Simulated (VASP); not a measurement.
VASP runs on PbI$_{2}$ (space group P-3m1) share one base input (revPBE GGA, plane waves, VASP's PBE PAW potentials (set 64)) and change the settings named in each case.

INCAR:
```
SYSTEM = PbI2
PREC = Accurate
ENCUT = 300
EDIFF = 1E-6
NELM = 100
ALGO = Normal
LREAL = .FALSE.
LASPH = .TRUE.
ISMEAR = 0
SIGMA = 0.01
GGA = RE
LMAXMIX = 4
LWAVE = .FALSE.
LCHARG = .FALSE.
ISIF = 2
```

### KPOINTS
```
K-points
0
gamma
4 4 3
0 0 0
```

### POSCAR
```
PbI2
1
    4.6685040000     0.0000000000     0.0000000000
   -2.3342520000     4.0430430000     0.0000000000
    0.0000000000     0.0000000000     7.3448400000
Pb I
1 2
Direct
  0.0000000000   0.0000000000   0.0000000000
  0.6666670000   0.3333330000   0.7409500000
  0.3333330000   0.6666670000   0.2590500000
```

POTCAR, in this order: Pb_d I (PBE.64 set). Program: vasp_std.

```
change                                                                                                                                                  E(σ→0) (eV/atom)  pressure (GPa)  −TS (eV)
------------------------------------------------------------------------------------------------------------------------------------------------------  ----------------  --------------  --------
base run                                                                                                                                                         -2.6290            0.44    0.0000
EDIFF = 1E-09, ENCUT = 420, KPOINTS 6×6×5 Γ-centred mesh                                                                                                         -2.6316            0.59    0.0000
ENCUT = 180, KPOINTS 1×1×1 Γ-centred mesh                                                                                                                        -0.4358           -5.51    0.0000
EDIFF = 1E-03, ENCUT = 150, SIGMA = 0.2, KPOINTS 8×8×8 Γ-centred mesh shifted by (0.5, 0.5, 0.5)                                                                 -0.7899          -69.84    0.0000
ENCUT = 240, ISMEAR = -1, SIGMA = 0.272, KPOINTS 6×6×6 Γ-centred mesh                                                                                            -2.6271            0.42   -0.0201
ENCUT = 150, GGA removed, KPOINTS 4×4×4 Γ-centred mesh, POTCAR Pb_d I (LDA.64 set)                                                                               -1.4705          -73.17    0.0000
AEXX = 0.2, AGGAC = 0.81, AGGAX = 0.72, ALDAC = 0.19, GGA = B3, HFRCUT = -1, ISYM = 3, LHFCALC = .TRUE., PRECFOCK = Fast, KPOINTS 4×4×4 Γ-centred mesh           -3.3072            0.44    0.0000
AEXX = 0.25, GGA = PE, HFSCREEN = 0.2, ISYM = 3, LHFCALC = .TRUE., PRECFOCK = Fast, KPOINTS 3×3×3 Γ-centred mesh                                                 -3.4597      (withheld)    0.0000
```

Q: Complete the blanks.

A: 
- AEXX = 0.25, GGA = PE, HFSCREEN = 0.2, ISYM = 3, LHFCALC = .TRUE., PRECFOCK = Fast, KPOINTS 3×3×3 Γ-centred mesh, pressure (GPa): -1.01

Energies of different potentials or functionals have different zeros.  Unless said otherwise, spin-orbit coupling is left out, though it shifts the bands of the heavy elements here. At 300 eV the pressure can carry a Pulay error.

Left out are runs that ran out of time, are held back, or changed the cell or the kind of run, fixed moments of cells without a moment, rows past the twelfth, gaps on odd meshes, pressures of charged cells and columns that move by less than the noise.

The structure comes from a computed database's PbI2 entry; how it stands against other phases isn't given here. The cell was not relaxed at this level, its lattice was scaled by up to 2.5 %.
